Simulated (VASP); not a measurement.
```yaml
crystal:
  lattice:
    - [4.76325, 0.00000, 0.00000]
    - [0.00000, 4.76325, 0.00000]
    - [0.00000, 0.00000, 4.76325]
  atoms:
    - { symbol: Cs, position: [0.00000, 0.00000, 0.00000] }
    - { symbol: Sr, position: [0.50000, 0.50000, 0.50000] }
    - { symbol: F, position: [0.00000, 0.50000, 0.50000] }
    - { symbol: F, position: [0.50000, 0.00000, 0.50000] }
    - { symbol: F, position: [0.50000, 0.50000, 0.00000] }
```

All values below come from PBEsol GGA, VASP's PBE PAW potentials (set 64) (plane waves; VASP). Numerical set-up: 400 eV cut-off, 4×4×4 Γ-centred mesh, Fermi-Dirac smearing of 0.020 eV, potentials Cs_sv Sr_sv F.

At this cut-off the stress carries a Pulay error, which pulls relaxed volumes low. Unless said otherwise, spin-orbit coupling is left out, though it shifts the bands of the heavy elements here.

Q: What does the run give for the energy per atom (σ→0), pressure, band gap (on the k-mesh) with the smallest direct gap where there is one?

A: 
```yaml
band gap (on the k-mesh): 6.24 eV
smallest direct gap (on the k-mesh): 6.24 eV
energy per atom (σ→0): -5.151 eV/atom
pressure: -5.47 GPa
```

The absolute energy has meaning only against runs of the same code, potentials and settings.

The structure comes from a computed database's CsSrF3 entry; how it stands against other phases isn't given here. The cell was not relaxed at this level.
